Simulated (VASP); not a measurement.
These are HSEsol screened hybrid, VASP's PBE PAW potentials (set 64) (plane waves; VASP) values and carry that method's errors.

The input files of a VASP run:

**POSCAR**
```
CdS
1
    0.0000000000     2.9977577980     2.9977577980
    2.9977577980     0.0000000000     2.9977577980
    2.9977577980     2.9977577980     0.0000000000
Cd S
1 1
Direct
  0.0000000000   0.0000000000   0.0000000000
  0.2500000000   0.2500000000   0.2500000000
```

### INCAR
```
! general
SYSTEM   = CdS
PREC     = Accurate
ENCUT    = 520   ! plane-wave cut-off (eV)
LREAL    = F
LASPH    = T   ! aspherical one-centre terms
ISYM     = 3

! electronic loop
EDIFF    = 1E-6   ! SCF stop (eV)
NELM     = 60   ! most electronic steps
ALGO     = Normal
LMAXMIX  = 4

! smearing
ISMEAR   = 0
SIGMA    = 0.05

! functional
GGA      = PS   ! PBEsol
LHFCALC  = T
AEXX     = 0.25
HFSCREEN = 0.2
PRECFOCK = Fast

! ions
ISIF     = 2   ! forces and stress, cell fixed

! output
LWAVE    = F
LCHARG   = F
```

**KPOINTS**
```
Automatic mesh
0
Gamma
6 6 6
0 0 0
```

POTCAR, in this order: Cd S (PBE.64 set). Program: vasp_std. Read from the step before: WAVECAR.

The resulting files:

### OUTCAR
```
 ion  position               nearest neighbor table
   1  0.000  0.000  0.000-   2 2.60   2 2.60   2 2.60   2 2.60
   2  0.250  0.250  0.250-   1 2.60   1 2.60   1 2.60   1 2.60
  LATTYP: Found a face centered cubic cell.
 ALAT       =     5.9955155960
 Subroutine PRICEL returns:
 Original cell was already a primitive cell.
 Subroutine GETGRP returns: Found 24 space group operations
The static configuration has the point symmetry T_d .
The dynamic configuration has the point symmetry T_d .
 Subroutine INISYM returns: Found 24 space group operations
 Subroutine IBZKPT returns following result:
 Found     16 irreducible k-points:

 Following reciprocal coordinates:
            Coordinates               Weight
  0.000000  0.000000  0.000000      1.000000
  0.166667  0.000000  0.000000      8.000000
  0.333333  0.000000  0.000000      8.000000
  0.500000  0.000000  0.000000      4.000000
  0.166667  0.166667  0.000000      6.000000
  0.333333  0.166667  0.000000     24.000000
  0.500000  0.166667  0.000000     24.000000
 -0.333333  0.166667  0.000000     24.000000
 -0.166667  0.166667  0.000000     12.000000
...
```

File OSZICAR:
```
       N       E                     dE             d eps       ncg     rms          rms(c)
DAV:   1    -0.803122854552E+01   -0.80312E+01   -0.31182E-01   421   0.514E+00    0.119E+00
DAV:   2    -0.803505980672E+01   -0.38313E-02   -0.23807E-02   476   0.218E+00    0.730E-01
DAV:   3    -0.803492069845E+01    0.13911E-03   -0.17055E-03   486   0.530E-01    0.455E-01
DAV:   4    -0.803485663044E+01    0.64068E-04   -0.12621E-04   471   0.123E-01    0.271E-01
DAV:   5    -0.803482184236E+01    0.34788E-04   -0.16187E-05   466   0.422E-02    0.164E-01
DAV:   6    -0.803481231425E+01    0.95281E-05   -0.76990E-06   446   0.262E-02    0.992E-02
DAV:   7    -0.803480922292E+01    0.30913E-05   -0.14155E-06   263   0.129E-02    0.605E-02
DAV:   8    -0.803480813021E+01    0.10927E-05   -0.56457E-07   228   0.806E-03    0.373E-02
DAV:   9    -0.803480768752E+01    0.44269E-06   -0.25252E-07   218   0.491E-03
   1 F= -.80348077E+01 E0= -.80348077E+01  d E =-.539908E-17
```

File OUTCAR:
```
------------------------ aborting loop because EDIFF is reached ----------------------------------------
  FORCE on cell =-STRESS in cart. coord.  units (eV):
  Direction    XX          YY          ZZ          XY          YZ          ZX
  --------------------------------------------------------------------------------------
  Total       -1.5577399     -1.5577399     -1.5577399      0.0000000      0.0000000      0.0000000
  in kB      -46.3218520    -46.3218520    -46.3218520      0.0000000      0.0000000      0.0000000
  external PRESSURE =     -46.3218520 kB  Pullay stress =       0.0000000 kB
  volume of cell :       53.88
      direct lattice vectors                 reciprocal lattice vectors
     0.000000000  2.997757798  2.997757798    -0.166791327  0.166791327  0.166791327
     2.997757798  0.000000000  2.997757798     0.166791327 -0.166791327  0.166791327
     2.997757798  2.997757798  0.000000000     0.166791327  0.166791327 -0.166791327
  FREE ENERGIE OF THE ION-ELECTRON SYSTEM (eV)
  ---------------------------------------------------
  free  energy   TOTEN  =        -8.0348076875 eV

  energy  without entropy=       -8.0348076875  energy(sigma->0) =       -8.03480769

  exchange ACFDT corr.  =         0.00000000  see jH, gK, PRB 81, 115126
```
(Selected blocks of OUTCAR.)

OUTCAR:
```
 val. band max:       -0.0794917748   @ k =   0.0000   0.0000   0.0000

 cond. band min:       1.7455691444   @ k =   0.0000   0.0000   0.0000


 Fermi energy:         0.2029772632

 k-point     1 :       0.0000    0.0000    0.0000
  band No.  band energies     occupation
      1     -13.1721      2.00000
      2      -8.7143      2.00000
      3      -8.7143      2.00000
      4      -8.7143      2.00000
      5      -8.3304      2.00000
      6      -8.3304      2.00000
      7      -0.0795      2.00000
      8      -0.0795      2.00000
      9      -0.0795      2.00000
     10       1.7456      0.00000
     11       7.5329      0.00000
     12       7.5329      0.00000
     13       7.5329      0.00000

 k-point     2 :       0.1667    0.0000    0.0000
  band No.  band energies     occupation
      1     -13.0751      2.00000
      2      -8.6841      2.00000
      3      -8.6841      2.00000
      4      -8.6118      2.00000
      5      -8.3310      2.00000
      6      -8.3310      2.00000
      7      -1.5471      2.00000
      8      -0.2697      2.00000
      9      -0.2697      2.00000
     10       2.9150      0.00000
     11       7.1132      0.00000
     12       7.8435      0.00000
     13       7.8435      0.00000

 k-point     3 :       0.3333    0.0000    0.0000
  band No.  band energies     occupation
      1     -12.8823      2.00000
      2      -8.6344      2.00000
      3      -8.6344      2.00000
      4      -8.3188      2.00000
      5      -8.3188      2.00000
      6      -8.2768      2.00000
      7      -3.4367      2.00000
      8      -0.6176      2.00000
      9      -0.6176      2.00000
     10       3.7040      0.00000
     11       7.5220      0.00000
     12       8.0506      0.00000
     13       8.0506      0.00000

 k-point     4 :       0.5000    0.0000    0.0000
  band No.  band energies     occupation
      1     -12.7876      2.00000
      2      -8.6167      2.00000
      3      -8.6167      2.00000
...
```

The compound is CdS in the zinc blende structure, a metastable form; wurtzite is the usual one. This cell is one point of a volume scan, at 1.03 of the reference volume. The cell's shape comes from a PBE relaxation.
